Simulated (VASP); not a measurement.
## Yb: single point with r2SCAN

The system is Yb.

```xyz
1
Lattice="0.0000 2.5980 2.5980 2.5980 0.0000 2.5980 2.5980 2.5980 0.0000" Properties=species:S:1:pos:R:3 pbc="T T T"
Yb    0.0000    0.0000    0.0000
```

```json
{
  "Program": "VASP 6.6.1",
  "Task": "single point",
  "Functional": "r2SCAN",
  "Potentials or basis": "VASP PAW PBE potentials, release 64 (Yb)",
  "Cutoff": "520 eV",
  "k mesh": "14 × 14 × 14",
  "Occupations": "gaussian, width 0.05 eV",
  "Spin": "no spin polarisation",
  "Dipole correction": "no",
  "Further INCAR settings": "ALGO = Normal; EDIFF = 1e-06; NBANDS = 18"
}
```

| Item | Value |
| --- | --- |
| Pressure | -1.8 GPa |
| Band gap on the k mesh | 0.03 eV, indirect (least direct gap 0.14 eV) |

Levels at points of the mesh, in eV from the valence-band top:
| k point | band 8 | band 9 | band 10 | band 11 | band 12 | band 13 | band 14 | band 15 | band 16 | band 17 |
| --- | --- | --- | --- | --- | --- | --- | --- | --- | --- | --- |
| (0.00, 0.00, 0.00) | -0.34 | -0.34 | -0.29 | -0.29 | -0.29 | 3.21 | 3.21 | 3.21 | 5.46 | 5.46 |
| (0.50, 0.00, 0.00) | -0.40 | -0.36 | -0.28 | -0.26 | -0.26 | 0.32 | 2.93 | 2.93 | 7.06 | 7.06 |
| (0.50, 0.50, 0.00) | -0.39 | -0.35 | -0.27 | -0.27 | -0.25 | 0.15 | 1.80 | 7.09 | 7.54 | 7.54 |

Wall time 5.8 min on 1 thread of Intel(R) Xeon(R) Platinum 8488C (Sapphire Rapids) (shared host), peak memory 0.22 GiB.

Caveat: the PAW data sets were made with another functional, which shifts forces and pressure a little; spin-orbit coupling is left out, which moves the levels of the heavy elements. r2SCAN opens gaps a little over a GGA but as a rule still falls short of measured ones.
